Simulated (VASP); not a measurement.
## NaF (Villiaumite): from the relaxed cell to its vibrations

What lattice, stiffness and vibrations does NaF (Villiaumite) have at one level of theory? The starting structure is a measured crystal structure from the Crystallography Open Database. All runs use LDA.

Program: VASP 6.6.1. Level of theory: Kohn-Sham DFT with plane waves and PAW; LDA. Results are calculated unless marked as measured.

### Step 1. The starting structure

It takes space group Fm-3m (No. 225, cubic). Conventional cell: a = 4.640 Å, b = 4.640 Å, c = 4.640 Å, α = 90.00°, β = 90.00°, γ = 90.00°. Nearest to Na lie 6 F at 2.32 Å. Nearest to F lie 6 Na at 2.32 Å. Farther neighbours and most contacts between anions are not listed.

Structure file:

```cif
data_structure
_symmetry_space_group_name_H-M 'P 1'
_symmetry_Int_Tables_number 1
_cell_length_a 3.2810
_cell_length_b 3.2810
_cell_length_c 3.2810
_cell_angle_alpha 60.000
_cell_angle_beta 60.000
_cell_angle_gamma 60.000
_cell_volume 24.97
loop_
_atom_site_label
_atom_site_type_symbol
_atom_site_fract_x
_atom_site_fract_y
_atom_site_fract_z
_atom_site_occupancy
Na1 Na 0.00000 0.00000 0.00000 1
F2 F 0.50000 0.50000 0.50000 1
```

### Step 2. Relaxation

This run starts from the cell of an earlier relaxation, which isn't shown; the restart sets up the plane waves anew.

INCAR reads:

```
SYSTEM = NaF
PREC = Accurate
ENCUT = 560
EDIFF = 1E-07
NELM = 100
ISMEAR = 0
SIGMA = 0.03
LREAL = .FALSE.
ALGO = Normal
GGA = CA
NBANDS = 13
LORBIT = 11
LWAVE = .FALSE.
LCHARG = .FALSE.
KPAR = 4
IBRION = 2
NSW = 50
ISIF = 3
EDIFFG = -0.002
```

POSCAR reads:

```
NaF
1.0
    0.0000000000      2.2513337053      2.2513337053
    2.2513337053      0.0000000000      2.2513337053
    2.2513337053      2.2513337053      0.0000000000
Na F
1 1
Direct
    0.0000000000      0.0000000000      0.0000000000
    0.5000000000      0.5000000000      0.5000000000
```

KPOINTS reads:

```
Automatic mesh
0
Gamma
8 8 8
0 0 0
```

PAW data sets: Na_pv and F (LDA family, release 64).

Run with:

```sh
$ mpirun -np 4 vasp_std
```

The program printed:

```text
[banner, memory and clock lines left out]
running    4 mpi-ranks, on    1 nodes
 distrk:  each k-point on    1 cores,    4 groups
 distr:  one band on    1 cores,    1 groups

 POSCAR found type information on POSCAR NaF
 POSCAR found :  2 types and       2 ions
 LDA part: xc-table for (Slater(with rela. corr.)+CA(PZ))
 , standard interpolation
 POSCAR, INCAR and KPOINTS ok, starting setup
 FFT: planning ... GRIDC
 FFT: planning ... GRID_SOFT
 FFT: planning ... GRID
 WAVECAR not read
 entering main loop
       N       E                     dE             d eps       ncg     rms          rms(c)
DAV:   1     0.108390312073E+03    0.10839E+03   -0.82823E+03   764   0.139E+03
DAV:   2    -0.438645556473E+01   -0.11278E+03   -0.10242E+03   819   0.365E+02
DAV:   3    -0.101288260961E+02   -0.57424E+01   -0.57273E+01   919   0.754E+01
DAV:   4    -0.101732994643E+02   -0.44473E-01   -0.44471E-01   814   0.721E+00
DAV:   5    -0.101737107775E+02   -0.41131E-03   -0.41131E-03   924   0.694E-01    0.509E+00
DAV:   6    -0.937611853949E+01    0.79759E+00   -0.28802E+00   884   0.168E+01    0.174E+00
DAV:   7    -0.934833787704E+01    0.27781E-01   -0.33629E-02   779   0.211E+00    0.968E-01
DAV:   8    -0.933316705501E+01    0.15171E-01   -0.20365E-02   821   0.315E+00    0.133E-01
DAV:   9    -0.933324831055E+01   -0.81256E-04   -0.21818E-03   864   0.443E-01    0.927E-02
DAV:  10    -0.933315937920E+01    0.88931E-04   -0.40240E-04   809   0.231E-01    0.820E-03
DAV:  11    -0.933315997157E+01   -0.59237E-06   -0.19983E-05   819   0.733E-02    0.358E-03
DAV:  12    -0.933315985227E+01    0.11930E-06   -0.51095E-07   917   0.977E-03    0.581E-04
DAV:  13    -0.933315984899E+01    0.32796E-08   -0.42436E-08   432   0.252E-03
   1 F= -.93331598E+01 E0= -.93331598E+01  d E =-.933316E+01
 curvature:   0.00 expect dE= 0.000E+00 dE for cont linesearch  0.000E+00
 trial: gam= 0.00000 g(F)=  0.981E-59 g(S)=  0.162E-06 ort = 0.000E+00 (trialstep = 0.100E+01)
 search vector abs. value=  0.162E-06
 reached required accuracy - stopping structural energy minimisation
```

Elapsed: 5.4 s, on 4 MPI ranks of AMD EPYC 7R43, shared host; peak memory 0.41 GiB.

Lines that name or quote the potential files are left out of all logs, and their timing lines are given in words.

Parts of OUTCAR (step 2):

```text
ion  position               nearest neighbor table
   1  0.000  0.000  0.000-   2 2.25   2 2.25   2 2.25   2 2.25   2 2.25   2 2.25
   2  0.500  0.500  0.500-   1 2.25   1 2.25   1 2.25   1 2.25   1 2.25   1 2.25

  LATTYP: Found a face centered cubic cell.
 ALAT       =     4.5026674106

 Subroutine GETGRP returns: Found 48 space group operations
 (whereof 48 operations were pure point group operations)

The static configuration has the point symmetry O_h .

 Found     29 irreducible k-points:

   k-points           NKPTS =     29   k-points in BZ     NKDIM =     29   number of bands    NBANDS=     13

   dimension x,y,z NGX =    28 NGY =   28 NGZ =   28
   dimension x,y,z NGXF=    56 NGYF=   56 NGZF=   56

   ENCUT  =  560.0 eV  41.16 Ry    6.42 a.u.   6.14  6.14  6.14*2*pi/ulx,y,z

   NELECT =      14.0000    total number of electrons

 k-points in reciprocal lattice and weights: Automatic mesh
   0.00000000  0.00000000  0.00000000       0.002
   0.12500000  0.00000000  0.00000000       0.016
   0.25000000  0.00000000  0.00000000       0.016
   0.37500000  0.00000000  0.00000000       0.016
   0.50000000  0.00000000  0.00000000       0.008
   0.12500000  0.12500000  0.00000000       0.012
   0.25000000  0.12500000  0.00000000       0.047
   0.37500000  0.12500000  0.00000000       0.047
   0.50000000  0.12500000  0.00000000       0.047
[...]
-0.37500000  0.50000000  0.12500000       0.023
  -0.25000000  0.50000000  0.25000000       0.012

 average (electrostatic) potential at core
       1 -45.0658       2 -77.0904

 E-fermi :  -1.8549

 k-point     1 :       0.0000    0.0000    0.0000
  band No.  band energies     occupation
    ...
      3     -20.6323      2.00000
      4     -20.6323      2.00000
      5      -2.1125      2.00000
      6      -2.1125      2.00000
      7      -2.1125      2.00000
      8       4.3241      0.00000
      9      17.0179      0.00000
     10      17.0179      0.00000
     11      17.0179      0.00000
     12      20.0150      0.00000
    ...

 k-point     2 :       0.1250    0.0000    0.0000
  band No.  band energies     occupation
    ...
      3     -20.6346      2.00000
      4     -20.3904      2.00000
      5      -2.4617      2.00000
      6      -2.1598      2.00000
      7      -2.1598      2.00000
      8       4.9119      0.00000
      9      15.2318      0.00000
     10      17.2945      0.00000
     11      17.2945      0.00000
     12      21.8305      0.00000
    ...

 k-point     3 :       0.2500    0.0000    0.0000
  band No.  band energies     occupation
    ...
      3     -20.6403      2.00000
      4     -20.0536      2.00000
      5      -3.1671      2.00000
      6      -2.2723      2.00000
      7      -2.2723      2.00000
      8       6.2932      0.00000
      9      13.1456      0.00000
     10      17.9318      0.00000
     11      17.9318      0.00000
     12      21.1957      0.00000
    ...

  Total        0.0014966      0.0014966      0.0014966     -0.0000000      0.0000000     -0.0000000
  in kB        0.1050641      0.1050641      0.1050641     -0.0000000      0.0000000     -0.0000000
  external PRESSURE =       0.1050641 kB  Pullay stress =       0.0000000 kB

  energy-cutoff  :      560.00
  volume of cell :       22.82
      direct lattice vectors                 reciprocal lattice vectors
     0.000000000  2.251333705  2.251333705    -0.222090576  0.222090576  0.222090576
     2.251333705  0.000000000  2.251333705     0.222090576 -0.222090576  0.222090576
     2.251333705  2.251333705  0.000000000     0.222090576  0.222090576 -0.222090576

 POSITION                                       TOTAL-FORCE (eV/Angst)
 -----------------------------------------------------------------------------------
      0.00000      0.00000      0.00000        -0.000000     -0.000000      0.000000
      2.25133      2.25133      2.25133         0.000000      0.000000     -0.000000
 -----------------------------------------------------------------------------------
    total drift:                                0.000000      0.000000      0.000000

  FREE ENERGIE OF THE ION-ELECTRON SYSTEM (eV)
  ---------------------------------------------------
  free  energy   TOTEN  =        -9.3331598490 eV

  energy  without entropy=       -9.3331598490  energy(sigma->0) =       -9.33315985

 reached required accuracy - stopping structural energy minimisation

 total charge
# of ion       s       p       d       tot
------------------------------------------
    1        0.061   6.006   0.000   6.067
    2        1.717   4.370   0.000   6.087
--------------------------------------------------
tot          1.778  10.376   0.000  12.154

[... 3 further parts left out ...]
```

CONTCAR:

```
NaF
   1.00000000000000
     0.0000000000000000    2.2513337053000000    2.2513337053000000
     2.2513337053000000    0.0000000000000000    2.2513337053000000
     2.2513337053000000    2.2513337053000000    0.0000000000000000
  Na              F
     1     1
Direct
     0.0000000000000000    0.0000000000000000    0.0000000000000000
     0.5000000000000000    0.5000000000000000    0.5000000000000000
```

The run keeps the 48 symmetry operations of its start, so it cannot find a distortion of lower symmetry.

The relaxed cell holds 11.411 Å³ an atom, with a = 4.503 Å (-3.0 % against the database cell). Pressures at 0.985 and 1.015 times this volume, from two more relaxations that aren't shown, give a bulk modulus of 62.5 GPa.

### Step 3. Elastic constants

INCAR reads:

```
SYSTEM = NaF
PREC = Accurate
ENCUT = 800
EDIFF = 1E-08
NELM = 100
ISMEAR = 0
SIGMA = 0.03
LREAL = .FALSE.
ALGO = Normal
GGA = CA
NBANDS = 13
LORBIT = 11
LWAVE = .FALSE.
LCHARG = .FALSE.
KPAR = 4
IBRION = 6
NFREE = 2
POTIM = 0.015
ISIF = 3
NSW = 1
```

POSCAR is that of step 2.

KPOINTS reads:

```
Automatic mesh
0
Gamma
10 10 10
0 0 0
```

Run with:

```sh
$ mpirun -np 4 vasp_std
```

The program printed:

```text
[... set-up lines as in an earlier step ...]
 entering main loop
       N       E                     dE             d eps       ncg     rms          rms(c)
DAV:   1     0.134193000575E+03    0.13419E+03   -0.10042E+04  1222   0.177E+03
DAV:   2    -0.257332801378E+01   -0.13677E+03   -0.12652E+03  1292   0.417E+02
DAV:   3    -0.101077198006E+02   -0.75344E+01   -0.75151E+01  1547   0.889E+01
DAV:   4    -0.101765840427E+02   -0.68864E-01   -0.68859E-01  1277   0.876E+00
[...]
DAV:  11    -0.933851217193E+01   -0.56055E-06   -0.19048E-05  1352   0.747E-02    0.357E-03
DAV:  12    -0.933851204999E+01    0.12194E-06   -0.51392E-07  1517   0.976E-03    0.584E-04
DAV:  13    -0.933851205166E+01   -0.16739E-08   -0.49633E-08  1537   0.270E-03
   1 F= -.93385121E+01 E0= -.93385121E+01  d E =-.159613E-20
[... from here on, the cycles between the ionic steps are left out ...]
   2 F= -.93365353E+01 E0= -.93365353E+01  d E =-.130386E-35
   3 F= -.93360174E+01 E0= -.93360174E+01  d E =-.634715E-37
   4 F= -.93365353E+01 E0= -.93365353E+01  d E =-.130360E-35
   5 F= -.93360174E+01 E0= -.93360174E+01  d E =-.131989E-35
   6 F= -.93365353E+01 E0= -.93365353E+01  d E =-.118943E-35
   7 F= -.93360174E+01 E0= -.93360174E+01  d E =-.360068E-35
   8 F= -.93380379E+01 E0= -.93380379E+01  d E =-.401228E-21
   9 F= -.93380380E+01 E0= -.93380380E+01  d E =-.394944E-21
  10 F= -.93380379E+01 E0= -.93380379E+01  d E =-.204138E-20
  11 F= -.93380379E+01 E0= -.93380379E+01  d E =-.515913E-22
  12 F= -.93380379E+01 E0= -.93380379E+01  d E =-.204881E-20
  13 F= -.93380379E+01 E0= -.93380379E+01  d E =-.420964E-19
  14 F= -.93381774E+01 E0= -.93381774E+01  d E =-.468732E-24
  15 F= -.93381774E+01 E0= -.93381774E+01  d E =-.483082E-24
  16 F= -.93381771E+01 E0= -.93381771E+01  d E =-.707550E-24
  17 F= -.93381771E+01 E0= -.93381771E+01  d E =-.594682E-24
 Finite differences progress:
  Degree of freedom:   8/  8
  Displacement:        2/  2
  Total:              16/ 16
```

Wall time 4.8 min (4 MPI ranks); peak memory 1.3 GiB; 19 min of CPU time.

From OUTCAR (step 3):

```text
  Total        0.0123121      0.0070873      0.0070873     -0.0000000     -0.0000000     -0.0000000
  in kB        0.8643574      0.4975568      0.4975568     -0.0000000     -0.0000000     -0.0000000
  external PRESSURE =       0.6198237 kB  Pullay stress =       0.0000000 kB

 POSITION                                       TOTAL-FORCE (eV/Angst)
 -----------------------------------------------------------------------------------
      0.00000      0.00000      0.00000        -0.044750      0.000000      0.000000
      2.23633      2.25133      2.25133         0.044750      0.000000      0.000000
 -----------------------------------------------------------------------------------
    total drift:                                0.000004      0.000000      0.000000

  FREE ENERGIE OF THE ION-ELECTRON SYSTEM (eV)
  ---------------------------------------------------
  free  energy   TOTEN  =        -9.3381771378 eV

  energy  without entropy=       -9.3381771378  energy(sigma->0) =       -9.33817714

[... 3 further parts left out ...]
[key lines of the parts left out:]
E-fermi :  -1.9160
```

The last energy, forces and stress in OUTCAR belong to the last displaced cell, not to that of POSCAR.

The elastic tensor has C11 = 139.7, C12 = 25.6, C44 = 29.8 GPa; its Hill averages are a bulk modulus of 63.6 and a shear modulus of 38.8 GPa.

### Step 4. Modes of the relaxed cell

INCAR reads:

```
SYSTEM = NaF
PREC = Accurate
ENCUT = 560
EDIFF = 1E-08
NELM = 100
ISMEAR = 0
SIGMA = 0.03
LREAL = .FALSE.
ALGO = Normal
GGA = CA
NBANDS = 13
LORBIT = 11
LWAVE = .FALSE.
LCHARG = .FALSE.
KPAR = 4
IBRION = 8
LEPSILON = .TRUE.
LPEAD = .TRUE.
ISIF = 2
```

POSCAR is that of step 3.

KPOINTS reads:

```
Automatic mesh
0
Gamma
16 16 16
0 0 0
```

Run with:

```sh
$ mpirun -np 4 vasp_std
```

The program printed:

```text
[... set-up lines as in an earlier step ...]
 entering main loop
       N       E                     dE             d eps       ncg     rms          rms(c)
DAV:   1     0.112477803013E+03    0.11248E+03   -0.82452E+03  3815   0.139E+03
DAV:   2    -0.451259759151E+01   -0.11699E+03   -0.10904E+03  4038   0.368E+02
DAV:   3    -0.101299940548E+02   -0.56174E+01   -0.56045E+01  4670   0.752E+01
DAV:   4    -0.101733463970E+02   -0.43352E-01   -0.43350E-01  4110   0.704E+00
[...]
DAV:  11    -0.933319921909E+01   -0.52137E-06   -0.19363E-05  4135   0.732E-02    0.360E-03
DAV:  12    -0.933319909791E+01    0.12118E-06   -0.50562E-07  4681   0.974E-03    0.564E-04
DAV:  13    -0.933319909527E+01    0.26419E-08   -0.46610E-08  4764   0.243E-03
   1 F= -.93331991E+01 E0= -.93331991E+01  d E =-.122516E-36
 Linear response reoptimize wavefunctions to high precision
DAV:   1    -0.933319909308E+01    0.21880E-08   -0.65210E-09  3935   0.972E-04
DAV:   2    -0.933319909310E+01   -0.22965E-10   -0.16464E-10  2140   0.121E-04
 Linear response to external field (no local field effect), progress :
[...]
RMM:   9    -0.160191278997E+00    0.57096E-08   -0.48294E-09 18818   0.155E-04    0.321E-06
 first order change of Fermi-energy   0.58637E-04
 force on displaced ion       1 direction 1 :  -2.988   0.000   0.000
 Born effective charge ion    1 direction 1 :   0.993   0.000   0.000
 Linear response progress:
  Degree of freedom:   2/  2
       N       E                     dE             d eps       ncg     rms          rms(c)
RMM:   1    -0.520328706482E+00   -0.52033E+00    0.59880E-01 16496   0.486E+00
RMM:   2    -0.515753899240E+00    0.45748E-02   -0.12725E-02 16830   0.104E+00    0.843E-02
RMM:   3    -0.516992231827E+00   -0.12383E-02   -0.63987E-04 16254   0.200E-01    0.448E-02
RMM:   4    -0.518711228025E+00   -0.17190E-02   -0.19434E-04 15575   0.965E-02    0.982E-03
[...]
RMM:  10    -0.518764020817E+00    0.32870E-06   -0.10037E-10 17167   0.266E-05    0.159E-06
RMM:  11    -0.518764006663E+00    0.14153E-07   -0.81101E-11 17432   0.756E-06    0.449E-07
RMM:  12    -0.518764016827E+00   -0.10164E-07   -0.10934E-10 12176   0.379E-06    0.489E-08
 first order change of Fermi-energy   0.45186E-03
 force on displaced ion       2 direction 1 :  -2.982   0.000   0.000
 Born effective charge ion    2 direction 1 :  -0.993   0.000   0.000
 Born effective charges drift removed
 Linear response finished
```

The job ended after 4.7 min (4 MPI ranks; peak memory 2.1 GiB; 18 min of CPU time).

OUTCAR, selected parts (step 4):

```text
  Total        0.0014493      0.0014493      0.0014493      0.0000000      0.0000000      0.0000000
  in kB        0.1017490      0.1017490      0.1017490      0.0000000      0.0000000      0.0000000
  external PRESSURE =       0.1017490 kB  Pullay stress =       0.0000000 kB

 POSITION                                       TOTAL-FORCE (eV/Angst)
 -----------------------------------------------------------------------------------
      0.00000      0.00000      0.00000         0.000000     -0.000000     -0.000000
      2.25133      2.25133      2.25133        -0.000000      0.000000      0.000000
 -----------------------------------------------------------------------------------
    total drift:                                0.000000      0.000000      0.000000

 MACROSCOPIC STATIC DIELECTRIC TENSOR (including local field effects in DFT)
 ------------------------------------------------------
           1.918157     0.000000     0.000000
          -0.000000     1.918157     0.000000
          -0.000000    -0.000000     1.918157
 ------------------------------------------------------

 MACROSCOPIC STATIC DIELECTRIC TENSOR IONIC CONTRIBUTION
 ------------------------------------------------------
           2.618601     0.000000     0.000000
           0.000000     2.618601     0.000000
           0.000000     0.000000     2.618601
 ------------------------------------------------------

[... 1 part as in an earlier step ...]

[... 1 further part left out ...]
```

The zone-centre modes at 11.411 Å³ an atom are T1u 279.3 cm⁻¹.

(Part 1 of 2 ends here.)

[Lines on the potential files, build, host, timing and source positions are cut from VASP's logs without a mark.]

[Logs are printed without paths, hosts, clocks, repeated set-up lines and the standing remarks that a program may print on its own settings, such as how far it seeks lower states.]

[Hosts, paths, dates, database ids (printed as entryN), source tags and the programs' standing remarks are cut or masked in the printed files.]
